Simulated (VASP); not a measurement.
Computed with revTPSS meta-GGA, VASP's PBE PAW potentials (set 64) (plane waves; VASP).

Input for VASP

### POSCAR
```
PdIn
1
    3.2158556750     0.0000000000     0.0000000000
    0.0000000000     3.2158556750     0.0000000000
    0.0000000000     0.0000000000     3.2158556750
In Pd
1 1
Direct
  0.5000000000   0.5000000000   0.5000000000
  0.0000000000   0.0000000000   0.0000000000
```

KPOINTS:
```
K-points
0
gamma
11 11 11
```

**INCAR**
```
SYSTEM=PdIn
PREC=Accurate; ENCUT=520; LREAL=.FALSE.
LASPH=.TRUE.
EDIFF=1E-7; NELM=100; ALGO=Normal
LMAXMIX=4; LMIXTAU=.TRUE.
ISMEAR=1; SIGMA=0.1
METAGGA=RTPSS
ISIF=2
LWAVE=.FALSE.; LCHARG=.FALSE.
```

POTCAR, in this order: In_d Pd (PBE.64 set). Program: vasp_std.

Unless said otherwise, spin-orbit coupling is left out, though it shifts the bands of the heavy elements here.

**Question.** What does the run give for the energy per atom (σ→0), pressure, band gap (on the k-mesh)?

**Answer.** 
```json
{
  "energy per atom (σ→0)": "11.565 eV/atom",
  "band gap (on the k-mesh)": "none (metal, semimetal or under 0.01 eV)",
  "pressure": "4.54 GPa"
}
```

**OSZICAR**
```
...
DAV:  11     0.231327051425E+02   -0.68915E-01   -0.31511E-02  2086   0.339E+00    0.205E-01
DAV:  12     0.231325632768E+02   -0.14187E-03   -0.10126E-02  2177   0.168E+00    0.120E-01
DAV:  13     0.231307927521E+02   -0.17705E-02   -0.62129E-04  2142   0.463E-01    0.653E-02
DAV:  14     0.231306200488E+02   -0.17270E-03   -0.46016E-04  1967   0.282E-01    0.125E-02
DAV:  15     0.231305894448E+02   -0.30604E-04   -0.32795E-05  2212   0.102E-01    0.131E-02
DAV:  16     0.231305772871E+02   -0.12158E-04   -0.11803E-05  2044   0.337E-02    0.586E-03
DAV:  17     0.231305773612E+02    0.74111E-07   -0.11910E-07  1505   0.401E-03
   1 F= 0.23130577E+02 E0= 0.23130972E+02  d E =-.118296E-02
```

The compound is PdIn in the CsCl type structure. This cell is one point of a volume scan, at 0.97 of the reference volume. The electron count is odd and the run is not spin-polarised, which forces a metal.
